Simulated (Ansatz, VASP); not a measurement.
# Cross-check of WC between VASP and Ansatz

One calculation is typed for both programs; each brings its own data sets. How far apart do they land? The cell is taken from a series of runs on this material, whose earlier steps may have relaxed, scaled, displaced or heated it; both programs get it as it stands.

Program: Ansatz 0.2.0. Level of theory: plane waves, with VASP 6.6.1 beside it; PBEsol. Results are calculated unless marked as measured.

### Step 1. Set-up

Symmetry: Ibam, No. 72, orthorhombic system. The conventional cell has a = 4.346 Å, b = 8.691 Å, c = 4.346 Å, α = 90.00°, β = 90.00°, γ = 90.00°. W has 6 C at 2.15 to 2.21 Å nearest. C has 6 W at 2.15 to 2.21 Å nearest. Farther neighbours are not listed.

### Step 2. VASP: single point, PBEsol, pair 1

A single point takes one fixed geometry, so differences don't come from the geometry; what else differs is listed under the comparison.

Lines of VASP's logs that name or quote its potential files are left out, and so is its time.

INCAR

```
SYSTEM = WC
PREC = Accurate
ENCUT = 600
EDIFF = 1E-06
NELM = 120
ISMEAR = 1
SIGMA = 0.2
LREAL = .FALSE.
ALGO = Normal
GGA = PS
NBANDS = 28
LASPH = .TRUE.
LORBIT = 11
LWAVE = .FALSE.
LCHARG = .FALSE.
ISIF = 2
GGA_COMPAT = .FALSE.
KPAR = 2
```

POSCAR

```
WC
1.0
    0.0000000000      0.0000000000     -4.3455662117
    4.3455662117      0.0000000000      0.0000000000
    2.1727831059     -4.3455662117     -2.1727831059
W C
4 4
Direct
    0.5506263141      0.5000000000      0.0000000000
    0.9493736859      0.0000000000      0.0000000000
    0.3006263141      0.7500000000      0.5000000000
    0.6993736859      0.2500000000      0.5000000000
    0.4545455364      0.0000000000      0.0000000000
    0.0454544636      0.5000000000      0.0000000000
    0.2045455364      0.2500000000      0.5000000000
    0.7954544636      0.7500000000      0.5000000000
```

KPOINTS

```
Automatic mesh
0
Gamma
10 10 10
0 0 0
```

Potentials, in the order of the species: W and C (PBE family, release 64).

On the command line:

```console
$ mpirun -np 2 vasp_std
```

Numbers of over 12 decimals in the logs are rounded to 6 here.

The log of the run:

```text
[banner, memory and clock lines left out]
running    2 mpi-ranks, on    1 nodes
 distrk:  each k-point on    1 cores,    2 groups
 distr:  one band on    1 cores,    1 groups

 POSCAR found type information on POSCAR W C
 POSCAR found :  2 types and       8 ions
|                                                                             |
|               ----> ADVICE to this user running VASP <----                  |
|                                                                             |
|     You enforced a specific xc type in the INCAR file but a different       |
|     [... a line on the potential file left out ...]
|     I HOPE YOU KNOW WHAT YOU ARE DOING!                                     |
|                                                                             |

 LDA part: xc-table for (Slater+PW92), standard interpolation
 POSCAR, INCAR and KPOINTS ok, starting setup
 FFT: planning ... GRIDC
 FFT: planning ... GRID_SOFT
 FFT: planning ... GRID
 WAVECAR not read
 entering main loop
       N       E                     dE             d eps       ncg     rms          rms(c)
DAV:   1     0.194491955130E+03    0.19449E+03   -0.20674E+04  9576   0.149E+03
DAV:   2    -0.772880816852E+02   -0.27178E+03   -0.26126E+03 11120   0.373E+02
DAV:   3    -0.103761547313E+03   -0.26473E+02   -0.25625E+02 13604   0.858E+01
DAV:   4    -0.104607691074E+03   -0.84614E+00   -0.83682E+00 13064   0.167E+01
DAV:   5    -0.104626867080E+03   -0.19176E-01   -0.19130E-01 13020   0.242E+00    0.685E+01
DAV:   6    -0.925374331613E+02    0.12089E+02   -0.71659E+01 13220   0.378E+01    0.240E+01
DAV:   7    -0.920011996339E+02    0.53623E+00   -0.41048E+00 12084   0.119E+01    0.158E+01
DAV:   8    -0.918863402558E+02    0.11486E+00   -0.50335E-01 11724   0.400E+00    0.120E+00
DAV:   9    -0.918644389405E+02    0.21901E-01   -0.15302E-01 13648   0.184E+00    0.400E-01
DAV:  10    -0.918638662906E+02    0.57265E-03   -0.11944E-02 12804   0.692E-01    0.978E-02
DAV:  11    -0.918637446868E+02    0.12160E-03   -0.99964E-04 13252   0.164E-01    0.255E-02
DAV:  12    -0.918637423490E+02    0.23377E-05   -0.61902E-05 12300   0.539E-02    0.164E-02
DAV:  13    -0.918637395902E+02    0.27588E-05   -0.24154E-05 13924   0.217E-02    0.222E-03
DAV:  14    -0.918637395600E+02    0.30288E-07   -0.95503E-07  6732   0.622E-03
   1 F= -.91863740E+02 E0= -.91863677E+02  d E =-.187635E-03
```

Parts of OUTCAR (step 2):

```text
ion  position               nearest neighbor table
   1  0.551  0.500  0.000-   6 2.15   8 2.17   6 2.20   7 2.21   5 2.21   5 2.21   2 2.78   2 2.78
                             4 2.78   3 3.07   3 3.07   3 3.07   3 3.07   4 3.10   4 3.10   4 3.40
   2  0.949  0.000  0.000-   5 2.15   7 2.17   5 2.20   6 2.21   6 2.21   8 2.21   3 2.78   1 2.78
                             1 2.78   4 3.07   4 3.07   4 3.07   4 3.07   3 3.10   3 3.10   1 3.40
   3  0.301  0.750  0.500-   8 2.15   6 2.17   8 2.20   7 2.21   7 2.21   5 2.21   2 2.78   4 2.78
                             4 2.78   1 3.07   1 3.07   1 3.07   1 3.07   2 3.10   2 3.10   4 3.40
   4  0.699  0.250  0.500-   7 2.15   5 2.17   7 2.20   6 2.21   8 2.21   8 2.21   3 2.78   3 2.78
                             1 2.78   2 3.07   2 3.07   2 3.07   2 3.07   1 3.10   1 3.10   1 3.40
   5  0.455  0.000  0.000-   2 2.15   4 2.17   2 2.20   1 2.21   1 2.21   3 2.21
   6  0.045  0.500  0.000-   1 2.15   3 2.17   1 2.20   4 2.21   2 2.21   2 2.21
   7  0.205  0.250  0.500-   4 2.15   2 2.17   4 2.20   1 2.21   3 2.21   3 2.21
   8  0.795  0.750  0.500-   3 2.15   1 2.17   3 2.20   4 2.21   4 2.21   2 2.21

  LATTYP: Found a body centered tetragonal cell.
 ALAT       =     4.3455662117
 C/A-ratio  =     2.0000000000

 Subroutine GETGRP returns: Found  8 space group operations
 (whereof  2 operations were pure point group operations)

The static configuration has the point symmetry C_1h.
 The point group associated with its full space group is D_2h.

 Found    171 irreducible k-points:

   k-points           NKPTS =    171   k-points in BZ     NKDIM =    171   number of bands    NBANDS=     28

   dimension x,y,z NGX =    36 NGY =   36 NGZ =   48
   dimension x,y,z NGXF=    72 NGYF=   72 NGZF=   96

   ENCUT  =  600.0 eV  44.10 Ry    6.64 a.u.   8.68  8.68 10.63*2*pi/ulx,y,z

   NELECT =      40.0000    total number of electrons

 k-points in reciprocal lattice and weights: Automatic mesh
   0.00000000  0.00000000  0.00000000       0.001
   0.10000000  0.00000000 -0.00000000       0.004
   0.00000000 -0.10000000 -0.10000000       0.004
   0.20000000  0.00000000 -0.00000000       0.004
   0.00000000 -0.20000000 -0.20000000       0.004
   0.30000000  0.00000000  0.00000000       0.004
   0.00000000 -0.30000000 -0.30000000       0.004
   0.40000000  0.00000000 -0.00000000       0.004
   0.00000000 -0.40000000 -0.40000000       0.004
[...]
-0.10000000 -0.10000000  0.40000000       0.004
   0.00000000  0.00000000  0.50000000       0.001

 average (electrostatic) potential at core
       1 -36.8173       2 -36.8173       3 -36.8173       4 -36.8173       5 -46.0135
       6 -46.0135       7 -46.0135       8 -46.0135

 E-fermi :   9.4757

 k-point     1 :       0.0000    0.0000    0.0000
  band No.  band energies     occupation
    ...
     18       8.0833      2.00000
     19       8.2904      2.00000
     20       8.3961      2.00000
     21       9.0591      2.01212
     22       9.4233      1.42695
     23      10.0602     -0.00029
     24      10.1269     -0.00004
     25      10.4590     -0.00000
     26      10.7860     -0.00000
     27      11.5107     -0.00000
    ...

 k-point     2 :       0.1000    0.0000   -0.0000
  band No.  band energies     occupation
    ...
     17       7.2234      2.00000
     18       7.7478      2.00000
     19       7.9483      2.00000
     20       8.4952      2.00000
     21       8.9790      2.00249
     22       9.6944     -0.06461
     23       9.8815     -0.01455
     24      10.5436     -0.00000
     25      10.5934     -0.00000
     26      10.9089     -0.00000
    ...

 k-point     3 :       0.0000   -0.1000   -0.1000
  band No.  band energies     occupation
    ...
     18       7.3323      2.00000
     19       8.5582      2.00000
     20       9.1690      2.05226
     21       9.2457      2.06901
     22       9.4856      0.91635
     23       9.7388     -0.06868
     24      10.3839     -0.00000
     25      10.5062     -0.00000
     26      10.9191     -0.00000
     27      11.5383     -0.00000
    ...

  Total       -4.8493550     -5.1751592     12.5972672      0.0000000     -0.0000000     -0.0000000
  in kB      -94.6793889   -101.0404299    245.9505554      0.0000000     -0.0000000     -0.0000000
  external PRESSURE =      16.7435789 kB  Pullay stress =       0.0000000 kB

  energy-cutoff  :      600.00
  volume of cell :       82.06
      direct lattice vectors                 reciprocal lattice vectors
     0.000000000  0.000000000 -4.345566212     0.000000000  0.115059805 -0.230119610
     4.345566212  0.000000000  0.000000000     0.230119610  0.115059805  0.000000000
     2.172783106 -4.345566212 -2.172783106     0.000000000 -0.230119610  0.000000000

 POSITION                                       TOTAL-FORCE (eV/Angst)
 -----------------------------------------------------------------------------------
      2.17278      0.00000     -2.39278         0.000000     -0.095244      1.833311
      0.00000      0.00000     -4.12557         0.000000     -0.095244     -1.833311
      4.34557     -2.17278     -2.39278        -0.000000      0.095244      1.833311
      2.17278     -2.17278     -4.12557        -0.000000      0.095244     -1.833311
      0.00000      0.00000     -1.97526        -0.000000      0.019369     -0.259205
      2.17278      0.00000     -0.19753        -0.000000      0.019369      0.259205
      2.17278     -2.17278     -1.97526         0.000000     -0.019369     -0.259205
      4.34557     -2.17278     -4.54309         0.000000     -0.019369      0.259205
 -----------------------------------------------------------------------------------
    total drift:                               -0.000000      0.000000      0.000000

  FREE ENERGIE OF THE ION-ELECTRON SYSTEM (eV)
  ---------------------------------------------------
  free  energy   TOTEN  =       -91.8637395600 eV

  energy  without entropy=      -91.8635519251  energy(sigma->0) =      -91.86367701

 total charge
# of ion       s       p       d       tot
------------------------------------------
    1        0.594   0.817   4.409   5.820
    2        0.594   0.817   4.409   5.820
    3        0.594   0.817   4.409   5.820
    4        0.594   0.817   4.409   5.820
    5        0.856   1.564   0.000   2.420
    6        0.856   1.564   0.000   2.420
    7        0.856   1.564   0.000   2.420
    8        0.856   1.564   0.000   2.420
--------------------------------------------------
tot          5.800   9.522  17.637  32.959

[... 3 further parts left out ...]
```

The run ends at a pressure of 1.67 GPa, with forces up to 1.8 eV/Å.

### Step 3. Ansatz: single point, PBEsol, pair 1

Ansatz runs on its PAW soft_1 files.

The same cell, functional, mesh and smearing now go to Ansatz, which takes its cutoff from its data sets.

input.yaml

```yaml
crystal:
  lattice:
    - [0.0, 0.0, -4.3455662117]
    - [4.3455662117, 0.0, 0.0]
    - [2.1727831059, -4.3455662117, -2.1727831059]
  atoms:
    - { symbol: W, position: [0.5506263141, 0.5, 0.0] }
    - { symbol: W, position: [-0.0506263141, 0.0, 0.0] }
    - { symbol: W, position: [0.3006263141, 0.75, 0.5] }
    - { symbol: W, position: [0.6993736859, 0.25, 0.5] }
    - { symbol: C, position: [0.4545455364, 0.0, 0.0] }
    - { symbol: C, position: [0.0454544636, 0.5, 0.0] }
    - { symbol: C, position: [0.2045455364, 0.25, 0.5] }
    - { symbol: C, position: [0.7954544636, 0.75, 0.5] }
kpoints:
  mp_grid: { grid: [10, 10, 10] }
hamiltonian:
  xc: pbesol
  pseudopotentials: { kind: paw, azcp: { folder: soft_1 }, xc_functional: pbe }
scf:
  occupations: { method: methfessel_paxton, width: 0.2 }
output:
  forces: true
  stress: true
  eigenvalues: true
```

On the command line:

```console
$ ansatz run input.yaml --threads 4 --pin off --max-ram 10240MiB --backend cpu --events-out ev --progress --plain --runs-dir out
```

The log of the run:

```text
Engine: ansatz 0.2.0, aarch64-unknown-linux-gnu
Pseudopotentials: kind: paw
Pseudopotential: W, paw, valence charge 14, recommended cutoff 420 eV (normal), soft_1/W.paw.azcp
Pseudopotential: C, paw, valence charge 4, recommended cutoff 420 eV (normal), soft_1/C.paw.azcp
Functional definition: PBEsol
  exchange = pbesol_x
  correlation = pbesol_c
Crystal: 8 atoms, lattice volume = 82.061 Å³
Basis set: ecut = 420 eV, 1591 PW (Γ), exchange–correlation on 60×60×72 points (8 copies of the dense FFT grid, shifted against one another)
Bands: 44, of which v1, the nominal top of the filled ones, is band 36 counted from 1 (35 counted from 0)
Symmetry: 8 space group operations
Space group: Ibam (ITA 72), of the structure as read, at distance tolerance 4.3e-5 Å
k-points: 171 of 1000
Non-local potential: W, projectors of the file, l = 0: 3, l = 1: 2, l = 2: 2, l = 3: 1
Non-local potential: C, projectors of the file, l = 0: 2, l = 1: 2, l = 2: 1
PAW form: soft (Blöchl's): semilocal exchange-correlation on the pseudo side does not see the compensation charge
PAW frozen core: W, regenerated for the run's functional, and the local potential with it (the file was generated under x = pbe(κ = 0.804, μ = 0.219515), c = pbe(β = 0.066725))
PAW frozen core: C, regenerated for the run's functional, and the local potential with it (the file was generated under x = pbe(κ = 0.804, μ = 0.219515), c = pbe(β = 0.066725))
PAW one-centre angular grid: W, 590 points (default); XC on 64 Gauss nodes
PAW one-centre angular grid: C, 110 points (default); XC on 64 Gauss nodes
Initial density: superposition of atomic densities (chi_scale 0.1, normalization cell, long waves kept (reshape's long-wave potential 0.00 eV rms))
Initial wavefunctions: pseudopotential atomic-orbital guess
Functional: x = pbesol(κ = 0.804, μ = 0.123457), c = pbesol(β = 0.046)
SCF iter   1: F=—  HF=-42020.383857 eV  |F-HF|=—  |Δ(HF+E_count)|=         —  Δρ=1.38e-1  dr2=2.16e1  ethr=3.10e-3  ⟨swp⟩=4.4  Hψ=28193  notcnv=0
preconditioner: auto → Kerker (q_TF=auto, 2.669 Å⁻¹)  [metal: Δε(μ)=0.016 eV  Ē_g=8.856 eV  σ=0.200 eV  W_gap=0.07  n_scr=30 (ndim 8)  ℏωp=25.9 eV  f_vac=0.000  D(μ)=2.62/eV (n_scr^D=14)]
SCF iter   2: F=—  HF=-42015.312761 eV  |F-HF|=—  |Δ(HF+E_count)|=    5.07e0  S|Δr|=    0.00e0  Δρ=3.77e-2  dr2=1.20e0  ethr=3.10e-3  ⟨swp⟩=2.9  Hψ=14016  notcnv=0  defer=287
SCF iter   3: F=—  HF=-42015.000673 eV  |F-HF|=—  |Δ(HF+E_count)|=   3.12e-1  S|Δr|=    0.00e0  Δρ=1.59e-2  dr2=1.24e-1  ethr=1.67e-3  ⟨swp⟩=2.3  Hψ=12104  notcnv=0  defer=272
SCF iter   4: F=—  HF=-42014.969047 eV  |F-HF|=—  |Δ(HF+E_count)|=   3.16e-2  S|Δr|=    0.00e0  Δρ=1.91e-3  dr2=3.20e-3  ethr=1.72e-4  ⟨swp⟩=2.2  Hψ=10580  notcnv=0  defer=265
SCF iter   5: F=—  HF=-42014.968533 eV  |F-HF|=—  |Δ(HF+E_count)|=   5.14e-4  S|Δr|=    0.00e0  Δρ=4.27e-4  dr2=2.14e-4  ethr=4.45e-6  ⟨swp⟩=2.0  Hψ=10889  notcnv=0  defer=264
SCF iter   6: F=—  HF=-42014.968482 eV  |F-HF|=—  |Δ(HF+E_count)|=   5.11e-5  S|Δr|=    0.00e0  Δρ=1.46e-4  dr2=2.48e-5  ethr=2.97e-7  ⟨swp⟩=2.0  Hψ=9550  notcnv=0  defer=264
SCF iter   7: F=—  HF=-42014.968479 eV  |F-HF|=—  |Δ(HF+E_count)|=   2.67e-6  S|Δr|=    0.00e0  Δρ=1.33e-5  dr2=1.54e-7  ethr=3.44e-8  ⟨swp⟩=2.0  Hψ=10337  notcnv=0  defer=264
SCF iter   8: F=-42014.968479 eV  HF=-42014.968479 eV  |F-HF|=1.15e-8  |Δ(HF+E_count)|=   1.33e-8  S|Δr|=    0.00e0  Δρ=3.65e-6  dr2=1.49e-8  ethr=1.39e-10  ⟨swp⟩=9.9  Hψ=30345  notcnv=0
SCF 1 converged in 8 iterations: F = -42014.968479 eV  dr2 = 1.49e-8
  greatest PAW one-centre occupation: 0.999 electrons in one spin orbital (limit 2), on the W atom at site 3 (counted from 0), in its partial waves of l = 0
SCF converged after 8 iterations
Stability not checked: this state was not tested for a lower state beside it, because cold or Methfessel-Paxton smearing, or corrected tetrahedra, fill the levels in a way that the test cannot read (fill_not_monotonic; see scf.lower_state_search)
Free energy (F): -42014.968479 eV
Harris-Foulkes:  -42014.968479 eV  (|F-HF|=1.15e-8)
Internal energy: -42014.968137 eV  (E = F + TS)
E sigma→0 (E₀):  -42014.968394 eV
Entropy (-TS):   -0.000342 eV (-0.043 meV/atom)
Fermi energy:    21.742154 eV
--- Per-component energies (eV) ---
  E_band       = -223.763682
  E_kinetic    = 2043.263374
  E_local      = -2364.273039  (includes V_loc(G=0)·N_el)
  E_nonlocal   = 1.883286
  E_hartree    = 972.298854
  E_xc         = -1255.697950
  E_vxc        = -1162.673781  (∫ρ·V_xc dr)
  E_paw        = -34187.979605  (= ΣΔE_a)
  E_vpaw       = -686.567132  (= ΣTr[D̂ρ^β])
  E_aug_tail   = 0.000656  (compensation charges beyond the density's cutoff)
  E_ewald      = -7225.435546
  E_core_change = 0.971833  (= ΣΔE_core)
  E_smearing   = -0.000342  (= −TS)
  E_closure    = 0.000000  (closes the sum)
  Σ components = -42014.968479   (vs F -42014.968479, Δ=0.00e0)
--- Forces (eV/Å), atoms counted from 1 ---
  atom   1  W      0.00000000    -0.09408467     1.90316536
  atom   2  W      0.00000000    -0.09408467    -1.90316536
  atom   3  W     -0.00000000     0.09408467     1.90316536
  atom   4  W     -0.00000000     0.09408467    -1.90316536
  atom   5  C     -0.00000000     0.04446105    -0.28113299
  atom   6  C     -0.00000000     0.04446105     0.28113299
  atom   7  C      0.00000000    -0.04446105    -0.28113299
  atom   8  C      0.00000000    -0.04446105     0.28113299
  max |Σ_I F_I| component: 3.33e-16 eV/Å
--- Stress (GPa, compression-positive) ---
       -9.158346       0.000000       0.000000
        0.000000      -9.986032      -0.000000
        0.000000      -0.000000      24.529194
  P = ⅓ Tr σ = 1.7949 GPa (17.949 kbar)
--- Band table (eV; the first three rows and the last of 171) ---
  k-point 0: bands = [... 32 lower, 19.6413, 20.3760, 20.5153, 20.6205, 21.2620, 21.7121, 22.3194, 22.3722, ... 4 higher]
  k-point 1: bands = [... 32 lower, 19.3498, 19.4467, 20.9136, 20.9648, 21.4682, 21.6805, 21.8176, 22.9113, ... 4 higher]
  k-point 2: bands = [... 32 lower, 18.9422, 19.2417, 20.4859, 21.1760, 21.6263, 21.9792, 22.0366, 23.0914, ... 4 higher]
  k-point 170: bands = [... 32 lower, 21.5334, 21.5334, 22.0235, 22.0235, 22.7474, 22.7474, 23.2674, 23.2674, ... 4 higher]
```

The column dr2 measures how far the density is from self-consistency, as an energy; F and HF (Harris–Foulkes) agree once it is small.

The run ends at a pressure of 1.79 GPa, with forces up to 1.9 eV/Å.

### Step 4. Differences

Known differences besides the potentials themselves: the data sets hold 72 valence electrons in Ansatz (on its PAW soft_1 files) and 40 in VASP; the cutoff is 420 eV in Ansatz and 600 eV in VASP; Ansatz makes its cores anew for this functional, VASP keeps those of its PBE data sets. Total energies have different zeros and are not compared.

The two programs side by side:

```csv
quantity,Ansatz,VASP,difference
pressure (GPa),1.79,1.67,+0.12
```

Forces (eV/Å; atoms numbered as in POSCAR):

```csv
atom,"Ansatz x, y, z","VASP x, y, z"
W1,"0.000, -0.094, 1.903","0.000, -0.095, 1.833"
W2,"0.000, -0.094, -1.903","0.000, -0.095, -1.833"
W3,"0.000, 0.094, 1.903","0.000, 0.095, 1.833"
W4,"0.000, 0.094, -1.903","0.000, 0.095, -1.833"
C5,"0.000, 0.044, -0.281","0.000, 0.019, -0.259"
C6,"0.000, 0.044, 0.281","0.000, 0.019, 0.259"
C7,"0.000, -0.044, -0.281","0.000, -0.019, -0.259"
C8,"0.000, -0.044, 0.281","0.000, -0.019, 0.259"
```

The forces differ by 32 meV/Å r.m.s., which is 4.2 % of the r.m.s. force of 0.757 eV/Å (both taken over all components).

### Step 5. Other set-ups

Further runs change the set-up of one program: Ansatz's method, potentials or start, or VASP's data sets, cutoff or form of LDA. The table gives Ansatz less VASP for each quantity, since a change that brings one quantity closer may part another.

```csv
run,r.m.s. force difference (meV/Å),pressure (GPa)
as above,32,0.12
VASP with the data sets W_sv and C,11,-1.0
```

(Part 1 of 2 ends here.)

[Lines on the potential files, build, host, timing and source positions are cut from VASP's logs without a mark.]

[Logs are printed without paths, hosts, clocks, repeated set-up lines and the standing remarks that a program may print on its own settings, such as how far it seeks lower states.]

[Hosts, paths, dates, database ids (printed as entryN), source tags and the programs' standing remarks are cut or masked in the printed files.]
